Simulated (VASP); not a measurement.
# Na5CoSO2: a series over U, part 2 of 3

Aim: follow the moments and the gap of Na5CoSO2 as U grows. The start is a cell from a database of measured crystal structures.

VASP 6.6.1, plane waves and PAW; the level of theory is named at each step.

Still holding for the runs below: The cell holds one magnetic atom, so no antiferromagnetic order fits into it.

So far, gap on the k-mesh (eV): step 2 (series over U, U 0, J 0) 0.524.

### 3. Series over U, U 2, J 0

This step: PBEsol, DFT+U (Co d 2 eV), spin-polarised from a ferromagnetic start (one magnetic atom a cell); plane waves and PAW (Co, S, Na, O) (VASP 6.6.1).

INCAR reads:

```
SYSTEM = Na5CoSO2
PREC = Normal
ENCUT = 480
EDIFF = 1E-06
NELM = 150
ISMEAR = 0
SIGMA = 0.05
LREAL = .FALSE.
ALGO = Normal
GGA = PS
NBANDS = 23
ISPIN = 2
MAGMOM = 2 0 0 0 0 0 0 0 0
LDAU = .TRUE.
LDAUTYPE = 2
LDAUL = 2 -1 -1 -1
LDAUU = 2 0 0 0
LDAUJ = 0 0 0 0
LDAUPRINT = 1
LASPH = .TRUE.
LMAXMIX = 4
LORBIT = 11
LWAVE = .FALSE.
LCHARG = .FALSE.
KPAR = 2
AMIX = 0.2
BMIX = 1E-04
AMIX_MAG = 0.8
BMIX_MAG = 1E-04
NEDOS = 1200
```

POSCAR reads:

```
Na5CoSO2
1.0
    4.5977000000      0.0000000000      0.0000000000
    0.0000000000      4.5977000000      0.0000000000
    0.0000000000      0.0000000000      8.0555000000
Co S Na O
1 1 5 2
Direct
    0.0000000000      0.0000000000      0.0000000000
    0.5000000000      0.5000000000      0.5000000000
    0.5000000000      0.0000000000      0.7442000000
    0.0000000000      0.5000000000      0.7442000000
    0.5000000000      0.0000000000      0.2558000000
    0.0000000000      0.5000000000      0.2558000000
    0.0000000000      0.0000000000      0.5000000000
    0.0000000000      0.0000000000      0.7813000000
    0.0000000000      0.0000000000      0.2187000000
```

KPOINTS reads:

```
Automatic mesh
0
Gamma
4 4 2
0 0 0
```

The projector-augmented-wave data sets are Co, S, Na and O (PBE family, release 64).

Started as:

```
> mpirun -np 2 vasp_std
```

The log of the run:

```text
[banner, memory and clock lines left out]
running    2 mpi-ranks, on    1 nodes
 distrk:  each k-point on    1 cores,    2 groups
 distr:  one band on    1 cores,    1 groups

 POSCAR found type information on POSCAR CoS NaO
 POSCAR found :  4 types and       9 ions
 [... a notice as in an earlier step ...]

 LDA part: xc-table for (Slater+PW92), standard interpolation
 POSCAR, INCAR and KPOINTS ok, starting setup
 FFT: planning ... GRIDC
 FFT: planning ... GRID_SOFT
 FFT: planning ... GRID
 WAVECAR not read
 entering main loop
       N       E                     dE             d eps       ncg     rms          rms(c)
DAV:   1     0.231556698060E+03    0.23156E+03   -0.11280E+04  1104   0.106E+03
DAV:   2     0.779727014147E+01   -0.22376E+03   -0.20745E+03  1202   0.259E+02
DAV:   3    -0.432439845992E+02   -0.51041E+02   -0.50164E+02  1670   0.121E+02
DAV:   4    -0.448018893224E+02   -0.15579E+01   -0.15554E+01  1321   0.231E+01
DAV:   5    -0.448434175686E+02   -0.41528E-01   -0.41516E-01  1489   0.393E+00    0.227E+01
DAV:   6    -0.400013704748E+02    0.48420E+01   -0.31537E+01  1524   0.554E+01    0.169E+01
DAV:   7    -0.388133709067E+02    0.11880E+01   -0.56972E+00  1593   0.311E+01    0.912E+00
DAV:   8    -0.384727370123E+02    0.34063E+00   -0.12437E+00  1591   0.785E+00    0.612E+00
DAV:   9    -0.383508929308E+02    0.12184E+00   -0.23442E-01  1398   0.734E+00    0.344E+00
DAV:  10    -0.383149507553E+02    0.35942E-01   -0.15806E-01  1544   0.427E+00    0.832E-01
DAV:  11    -0.383174245818E+02   -0.24738E-02   -0.17874E-02  1390   0.155E+00    0.390E-01
DAV:  12    -0.383160477204E+02    0.13769E-02   -0.10166E-02  1427   0.717E-01    0.252E-01
DAV:  13    -0.383157049649E+02    0.34276E-03   -0.20924E-03  1459   0.359E-01    0.182E-01
DAV:  14    -0.383156728422E+02    0.32123E-04   -0.39378E-04  1373   0.161E-01    0.692E-02
DAV:  15    -0.383156900431E+02   -0.17201E-04   -0.54751E-05  1517   0.485E-02    0.212E-02
DAV:  16    -0.383156863017E+02    0.37414E-05   -0.12654E-05  1408   0.309E-02    0.107E-02
DAV:  17    -0.383156865254E+02   -0.22369E-06   -0.58593E-06  1484   0.144E-02
   1 F= -.38315687E+02 E0= -.38315687E+02  d E =-.877800E-11  mag=     2.0001
```

Elapsed: 47 s, on 2 MPI ranks of AMD EPYC 7R43, shared host; peak memory 0.45 GiB.

From OUTCAR (step 3):

```text
The static configuration has the point symmetry D_4h.

 Found     12 irreducible k-points:

   NELECT =      32.0000    total number of electrons

atom =   1  type =  1  l = 2

 onsite density matrix

spin component  1

  0.9231 -0.0000 -0.0000 -0.0000 -0.0000
 -0.0000  0.9792 -0.0000 -0.0000 -0.0000
 -0.0000 -0.0000  0.7998 -0.0000 -0.0000
 -0.0000 -0.0000 -0.0000  0.9792  0.0000
 -0.0000 -0.0000 -0.0000  0.0000  0.9244

spin component  2

  0.8842 -0.0000 -0.0000 -0.0000 -0.0000
 -0.0000  0.1406  0.0000 -0.0000  0.0000
 -0.0000  0.0000  0.6801 -0.0000 -0.0000
 -0.0000 -0.0000 -0.0000  0.1406 -0.0000
 -0.0000  0.0000 -0.0000 -0.0000  0.8961

 occupancies and eigenvectors

  o =  0.1406  v =  0.0000  0.0000  0.0000  0.0000  0.0000  0.0000 -0.9999  0.0000  0.0144  0.0000      0.0000  0.0000  0.0000  0.0000  0.0000  0.0000  0.0000  0.0000  0.0000  0.0000
  o =  0.1406  v =  0.0000  0.0000  0.0000  0.0000  0.0000  0.0000  0.0144  0.0000  0.9999  0.0000      0.0000  0.0000  0.0000  0.0000  0.0000  0.0000  0.0000  0.0000  0.0000  0.0000
  o =  0.6801  v =  0.0000  0.0000  0.0000  0.0000  0.0000  0.0000 -0.0000 -1.0000  0.0000  0.0000      0.0000  0.0000  0.0000  0.0000  0.0000  0.0000  0.0000  0.0000  0.0000  0.0000
  o =  0.7998  v =  0.0000 -0.0000  1.0000  0.0000 -0.0000  0.0000  0.0000  0.0000  0.0000  0.0000      0.0000  0.0000  0.0000  0.0000  0.0000  0.0000  0.0000  0.0000  0.0000  0.0000
  o =  0.8842  v =  0.0000  0.0000  0.0000  0.0000  0.0000  1.0000  0.0000  0.0000  0.0000  0.0000      0.0000  0.0000  0.0000  0.0000  0.0000  0.0000  0.0000  0.0000  0.0000  0.0000
  o =  0.8961  v =  0.0000  0.0000  0.0000  0.0000  0.0000  0.0000  0.0000  0.0000  0.0000  1.0000      0.0000  0.0000  0.0000  0.0000  0.0000  0.0000  0.0000  0.0000  0.0000  0.0000
  o =  0.9231  v =  1.0000  0.0000  0.0000  0.0000  0.0000  0.0000  0.0000  0.0000  0.0000  0.0000      0.0000  0.0000  0.0000  0.0000  0.0000  0.0000  0.0000  0.0000  0.0000  0.0000
  o =  0.9244  v =  0.0000 -0.0000 -0.0000 -0.0000 -1.0000  0.0000  0.0000  0.0000  0.0000  0.0000      0.0000  0.0000  0.0000  0.0000  0.0000  0.0000  0.0000  0.0000  0.0000  0.0000
  o =  0.9792  v =  0.0000  0.2603 -0.0000  0.9655 -0.0000  0.0000  0.0000  0.0000  0.0000  0.0000      0.0000  0.0000  0.0000  0.0000  0.0000  0.0000  0.0000  0.0000  0.0000  0.0000
  o =  0.9792  v =  0.0000 -0.9655 -0.0000  0.2603  0.0000  0.0000  0.0000  0.0000  0.0000  0.0000      0.0000  0.0000  0.0000  0.0000  0.0000  0.0000  0.0000  0.0000  0.0000  0.0000

 E-fermi :   2.2410

 spin component 1
 k-point     1 :       0.0000    0.0000    0.0000
  band No.  band energies     occupation
    ...
     13       0.4211      1.00000
     14       0.5388      1.00000
     15       0.6985      1.00000
     16       0.8245      1.00000
     17       0.8245      1.00000
     18       3.0264      0.00000
     19       5.1933      0.00000
     20       6.0540      0.00000
     21       6.2510      0.00000
     22       7.8943      0.00000
    ...

 k-point     2 :       0.2500    0.0000    0.0000
  band No.  band energies     occupation
    ...
     13       0.4163      1.00000
     14       0.6026      1.00000
     15       0.6780      1.00000
     16       0.8292      1.00000
     17       0.8741      1.00000
     18       3.5593      0.00000
     19       5.1482      0.00000
     20       6.2136      0.00000
     21       6.3182      0.00000
     22       7.3862      0.00000
    ...

 k-point     3 :       0.5000    0.0000    0.0000
  band No.  band energies     occupation
    ...
     13       0.4081      1.00000
     14       0.6594      1.00000
     15       0.7561      1.00000
     16       0.8339      1.00000
     17       0.9351      1.00000
     18       3.5981      0.00000
     19       5.4291      0.00000
     20       5.5832      0.00000
     21       6.3354      0.00000
     22       7.5339      0.00000
    ...

 k-point     4 :       0.2500    0.2500    0.0000
  band No.  band energies     occupation
    ...
     13       0.3626      1.00000
     14       0.6310      1.00000
     15       0.6430      1.00000
     16       0.7363      1.00000
     17       0.8896      1.00000
     18       3.7630      0.00000
     19       5.9088      0.00000
     20       5.9165      0.00000
     21       6.5247      0.00000
     22       6.8195      0.00000
    ...

  Total       -1.7608820     -1.7608820     -3.1027155      0.0000000      0.0000000      0.0000000
  in kB      -16.5678849    -16.5678849    -29.1930031      0.0000000      0.0000000      0.0000000
  external PRESSURE =     -20.7762576 kB  Pullay stress =       0.0000000 kB

 POSITION                                       TOTAL-FORCE (eV/Angst)
 -----------------------------------------------------------------------------------
      0.00000      0.00000      0.00000        -0.000000      0.000000      0.000000
      2.29885      2.29885      4.02775        -0.000000      0.000000      0.000000
      2.29885      0.00000      5.99490        -0.000000      0.000000      0.099249
      0.00000      2.29885      5.99490        -0.000000      0.000000      0.099249
      2.29885      0.00000      2.06060        -0.000000      0.000000     -0.099249
      0.00000      2.29885      2.06060        -0.000000     -0.000000     -0.099249
      0.00000      0.00000      4.02775        -0.000000      0.000000      0.000000
      0.00000      0.00000      6.29376         0.000000     -0.000000      0.218207
      0.00000      0.00000      1.76174        -0.000000     -0.000000     -0.218207
 -----------------------------------------------------------------------------------
    total drift:                               -0.000000      0.000000      0.000000

  FREE ENERGIE OF THE ION-ELECTRON SYSTEM (eV)
  ---------------------------------------------------
  free  energy   TOTEN  =       -38.3156865254 eV

  energy  without entropy=      -38.3156865254  energy(sigma->0) =      -38.31568653

 total charge
# of ion       s       p       d       tot
------------------------------------------
    1        0.522   0.468   7.317   8.307
    2        1.307   2.369   0.000   3.676
    3        0.063   0.047   0.000   0.111
    4        0.063   0.047   0.000   0.111
    5        0.063   0.047   0.000   0.111
    6        0.063   0.047   0.000   0.111
    7        0.062   0.048   0.000   0.110
    8        1.554   3.436   0.000   4.990
    9        1.554   3.436   0.000   4.990
--------------------------------------------------
tot          5.252   9.947   7.317  22.516

 magnetization (x)
# of ion       s       p       d       tot
------------------------------------------
    1        0.006   0.004   1.865   1.875
    2        0.000  -0.001   0.000  -0.001
    3       -0.001  -0.001   0.000  -0.001
    4       -0.001  -0.001   0.000  -0.001
    5       -0.001  -0.001   0.000  -0.001
    6       -0.001  -0.001   0.000  -0.001
    7       -0.000   0.000   0.000  -0.000
    8        0.000   0.105   0.000   0.105
    9        0.000   0.105   0.000   0.105
--------------------------------------------------
tot          0.003   0.211   1.865   2.078

[... 8 parts as in an earlier step ...]

[... 9 further parts left out ...]
```

This step gave:

- free energy (TOTEN): -38.32 eV
- Fermi energy: 2.241 eV
- moment of the cell, from the last line of the log: 2.000 μB
- gap on the k-mesh: 1.002 eV
- least direct gap on the k-mesh: 1.007 eV

Spin moment in the PAW sphere by atom:

```csv
atom,spin moment in the PAW sphere (μB)
Co1,1.88
S2,0.00
Na3,0.00
Na4,0.00
Na5,0.00
Na6,0.00
Na7,0.00
O8,0.10
O9,0.10
```

The density of states has structure finer than the step of the table below, so its rows give means over 1 eV, whole bins alone (the curve runs from -12.0 to 5.04 eV). Peaks (eV: height): total up -11.4: 6.63, -4.8: 9.40, -2.2: 7.55, -1.4: 13.5; total down -3.4: 9.34, -2.0: 8.08, -0.1: 8.01, 2.0: 13.5; Co s up -5.4: 0.217, -1.6: 0.389, -1.4: 0.243, -1.2: 0.265; Co s down -5.1: 0.277, -4.9: 0.323, -1.0: 0.363, -0.6: 0.264; Co p up -3.6: 0.429, -3.3: 0.523, 3.1: 0.135, 3.9: 0.177.

Means over bins of 0.066 eV. The density of states by energy, zero at the valence-band top; means over each step; 7 of 18 lines; values in states/eV/cell:

```csv
energy (eV),total up,total down,Co s up,Co s down,Co p up,Co p down,Co d up
-11,0.978,0.978,1.3e-5,1.3e-5,1.9e-5,1.9e-5,3.9e-5
-10,0,0,0,0,0,0,0
-9,0,0,0,0,0,0,0
-8,0,0,0,0,0,0,0
-7,0,0,0,0,0,0,0
-6,0.303,0,0.0168,0,0,0,0.0963
-5,2.69,0.998,0.0385,0.0708,5.9e-5,0,1.20
-4,1.21,1.43,7.5e-4,0,0.0670,0.0312,0.00398
-3,2.06,3.66,0.00335,0.00352,0.102,0.131,0.0199
-2,3.54,2.95,0.108,0.0102,0.0143,0.0182,0.506
-1,4.16,0.884,0.0577,0.116,2.9e-4,2.8e-4,2.70
0,0,2.06,0,0.0183,0,1.9e-4,0
1,0.0735,0.0989,1.0e-4,1.6e-4,4.0e-4,0.00209,0.0129
2,0.911,2.83,0.00105,0.00709,0.0215,0.0186,0.0944
3,1.04,0.987,0.00622,0.00438,0.0218,0.0215,0.0670
4,1.67,1.80,0.00496,0.00329,0.0408,0.0362,0.0329
```

Force by atom:

```csv
atom,x (eV/Å),y (eV/Å),z (eV/Å),size
Co1,0.000,0.000,0.000,0.000
S2,0.000,0.000,0.000,0.000
Na3,0.000,0.000,0.099,0.099
Na4,0.000,0.000,0.099,0.099
Na5,0.000,0.000,-0.099,0.099
Na6,0.000,0.000,-0.099,0.099
Na7,0.000,0.000,0.000,0.000
O8,0.000,0.000,0.218,0.218
O9,0.000,0.000,-0.218,0.218
```

The density of states is cut at 5.0 eV, since the bands computed begin to run out above.

Energy at zero smearing: -38.31569 eV.

### 4. Series over U, U 4, J 0

This step: PBEsol, DFT+U (Co d 4 eV), spin-polarised from a ferromagnetic start (one magnetic atom a cell); plane waves and PAW (Co, S, Na, O) (VASP 6.6.1).

INCAR: that of step 3 with these lines changed.

```diff
@@ -16,3 +16,3 @@
 LDAUL = 2 -1 -1 -1
-LDAUU = 2 0 0 0
+LDAUU = 4 0 0 0
 LDAUJ = 0 0 0 0
```

POSCAR is that of step 3.

KPOINTS is that of step 3.

Started as:

```
> mpirun -np 2 vasp_std
```

The log of the run:

```text
[... set-up lines as in an earlier step ...]
 entering main loop
       N       E                     dE             d eps       ncg     rms          rms(c)
DAV:   1     0.232449320297E+03    0.23245E+03   -0.11325E+04  1104   0.107E+03
DAV:   2     0.843711863934E+01   -0.22401E+03   -0.20773E+03  1223   0.258E+02
DAV:   3    -0.414787010246E+02   -0.49916E+02   -0.49097E+02  1605   0.121E+02
DAV:   4    -0.429548332954E+02   -0.14761E+01   -0.14733E+01  1363   0.233E+01
[...]
DAV:  15    -0.373895496105E+02   -0.78090E-05   -0.56964E-05  1592   0.594E-02    0.239E-02
DAV:  16    -0.373895486458E+02    0.96469E-06   -0.18233E-05  1684   0.437E-02    0.103E-02
DAV:  17    -0.373895495494E+02   -0.90364E-06   -0.48192E-06  1308   0.156E-02
   1 F= -.37389550E+02 E0= -.37389550E+02  d E =-.502985E-12  mag=     2.0000
```

Wall time 37 s (2 MPI ranks); peak memory 0.45 GiB.

From OUTCAR (step 4):

```text
  Total       -1.8474146     -1.8474146     -2.3596455      0.0000000      0.0000000      0.0000000
  in kB      -17.3820582    -17.3820582    -22.2015650      0.0000000      0.0000000      0.0000000
  external PRESSURE =     -18.9885605 kB  Pullay stress =       0.0000000 kB

 POSITION                                       TOTAL-FORCE (eV/Angst)
 -----------------------------------------------------------------------------------
      0.00000      0.00000      0.00000         0.000000      0.000000      0.000000
      2.29885      2.29885      4.02775         0.000000      0.000000      0.000000
      2.29885      0.00000      5.99490         0.000000      0.000000      0.046929
      0.00000      2.29885      5.99490        -0.000000      0.000000      0.046929
      2.29885      0.00000      2.06060         0.000000      0.000000     -0.046929
      0.00000      2.29885      2.06060         0.000000      0.000000     -0.046929
      0.00000      0.00000      4.02775         0.000000      0.000000      0.000000
      0.00000      0.00000      6.29376        -0.000000     -0.000000      0.078628
      0.00000      0.00000      1.76174         0.000000     -0.000000     -0.078628
 -----------------------------------------------------------------------------------
    total drift:                               -0.000000      0.000000      0.000000

  FREE ENERGIE OF THE ION-ELECTRON SYSTEM (eV)
  ---------------------------------------------------
  free  energy   TOTEN  =       -37.3895495494 eV

  energy  without entropy=      -37.3895495494  energy(sigma->0) =      -37.38954955

 magnetization (x)
# of ion       s       p       d       tot
------------------------------------------
    1        0.006   0.006   1.952   1.964
    2        0.000  -0.002   0.000  -0.002
    3       -0.001  -0.001   0.000  -0.002
    4       -0.001  -0.001   0.000  -0.002
    5       -0.001  -0.001   0.000  -0.002
    6       -0.001  -0.001   0.000  -0.002
    7       -0.000   0.000   0.000   0.000
    8       -0.000   0.075   0.000   0.074
    9       -0.000   0.075   0.000   0.074
--------------------------------------------------
tot          0.001   0.151   1.952   2.104

[... 2 parts as in an earlier step ...]

[... 1 further part left out ...]
[key lines of the parts left out:]
E-fermi :   1.9545
```

Spin moment in the PAW sphere by atom:

```csv
atom,spin moment in the PAW sphere (μB)
Co1,1.96
S2,0.00
Na3,0.00
Na4,0.00
Na5,0.00
Na6,0.00
Na7,0.00
O8,0.07
O9,0.07
```

Energy at zero smearing: -37.38955 eV.

The run ends at a pressure of -1.90 GPa, with forces up to 0.079 eV/Å.

### 5. Series over U, U 6, J 0

This step: PBEsol, DFT+U (Co d 6 eV), spin-polarised from a ferromagnetic start (one magnetic atom a cell); plane waves and PAW (Co, S, Na, O) (VASP 6.6.1).

INCAR: that of step 4 with these lines changed.

```diff
@@ -16,3 +16,3 @@
 LDAUL = 2 -1 -1 -1
-LDAUU = 4 0 0 0
+LDAUU = 6 0 0 0
 LDAUJ = 0 0 0 0
```

POSCAR is that of step 4.

KPOINTS is that of step 4.

Started as:

```
> mpirun -np 2 vasp_std
```

The log of the run:

```text
[... set-up lines as in an earlier step ...]
 entering main loop
       N       E                     dE             d eps       ncg     rms          rms(c)
DAV:   1     0.233334277060E+03    0.23333E+03   -0.11369E+04  1104   0.107E+03
DAV:   2     0.987835588075E+01   -0.22346E+03   -0.20728E+03  1223   0.258E+02
DAV:   3    -0.397593844897E+02   -0.49638E+02   -0.48838E+02  1584   0.122E+02
DAV:   4    -0.412193846951E+02   -0.14600E+01   -0.14571E+01  1356   0.233E+01
[...]
DAV:  15    -0.365994021984E+02   -0.56398E-05   -0.13414E-04  1566   0.902E-02    0.290E-02
DAV:  16    -0.365993993376E+02    0.28608E-05   -0.47527E-05  1729   0.547E-02    0.121E-02
DAV:  17    -0.365994000956E+02   -0.75795E-06   -0.63328E-06  1378   0.199E-02
   1 F= -.36599400E+02 E0= -.36599400E+02  d E =-.166527E-10  mag=     1.9999
```

Run time: 36 s. Hardware: 2 MPI ranks; peak memory 0.45 GiB; 70 s of CPU time.

[end of part 2 of 3]

[Lines on the potential files, build, host, timing and source positions are cut from VASP's logs without a mark.]

[Logs are printed without paths, hosts, clocks, repeated set-up lines and the standing remarks that a program may print on its own settings, such as how far it seeks lower states.]

[Hosts, paths, dates, database ids (printed as entryN), source tags and the programs' standing remarks are cut or masked in the printed files.]

[In band tables of VASP the shares of atoms and orbitals are scaled to a sum of 1 inside the atoms' spheres.]

[Runs that stopped without an error message from VASP are left out.]
